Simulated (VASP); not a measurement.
```
PbTe
1.0
    0.00000     3.28329     3.28329
    3.28329     0.00000     3.28329
    3.28329     3.28329     0.00000
Te Pb
1 1
Cartesian
  3.28329   3.28329   3.28329
  0.00000   0.00000   0.00000
```

Level of theory: PBE GGA, VASP's PBE PAW potentials (set 64) (plane waves; VASP). Settings: 520 eV cut-off, Gaussian smearing of 0.050 eV, potentials Te Pb_d.

Unless said otherwise, spin-orbit coupling is left out, though it shifts the bands of the heavy elements here.

### Question
Estimate the band gap (along the path) with the smallest direct gap where there is one.

### Answer

```
Quantity                               Result
------------------------------------  -------
band gap (along the path)             0.83 eV
smallest direct gap (along the path)  0.83 eV
```

The absolute energy has meaning only against runs of the same code, potentials and settings.

The compound is PbTe in the rock salt structure. It was relaxed first, which changed the volume by +5 %.
